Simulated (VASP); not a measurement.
Data:

```
CELL_PARAMETERS angstrom
      4.52880     2.26440     2.26440
      2.26440     4.52880     2.26440
      2.26440     2.26440     4.52880
ATOMIC_POSITIONS crystal
  Mn 0.00000 0.00000 0.00000
  Mn 0.50000 0.50000 0.50000
  O  0.25000 0.25000 0.25000
  O  0.75000 0.75000 0.75000
```
Starting moments (μB, in the order of the record's atoms Mn Mn O O): 5.0 -5.0 0.0 0.0.

Method: PBE GGA with D4 dispersion, VASP's PBE PAW potentials (set 64) (plane waves; VASP). Run with 520 eV cut-off, 7×7×7 Γ-centred mesh, Gaussian smearing of 0.050 eV, potentials Mn_pv O.

**Question.** Give the stress tensor in GPa (positive for a compressed cell).

**Answer.** 
```
-10.82   -1.39   -1.39
 -1.39  -10.82   -1.39
 -1.39   -1.39  -10.82
```
The pressure is its mean diagonal, -10.82 GPa.

The compound is MnO in the rock salt, AFM-II order structure. The cell was not relaxed at this level. The run is one of a series of settings (IVDW = 13 against the base run), some of them coarse on purpose.
